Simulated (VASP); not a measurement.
Energy against volume of KCl (rock salt). All values below come from SCAN meta-GGA, VASP's PBE PAW potentials (set 64) (plane waves; VASP).

| V (Å³/atom) | E (eV/atom) |
|---|---|
| 28.871 | -10.33283 |
| 29.793 | -10.33910 |
| 30.714 | -10.34108 |
| 31.636 | -10.33953 |
| 32.557 | -10.33512 |

### Question
Fit a third-order Birch-Murnaghan equation of state.

### Answer

```
Item                                              Value
---------------------------------------  --------------
volume per atom                          30.74 Å^3/atom
bulk modulus                                   20.2 GPa
pressure derivative of the bulk modulus            5.68
lattice constant a                              6.265 Å
```

The compound is KCl in the rock salt structure. It was relaxed first.
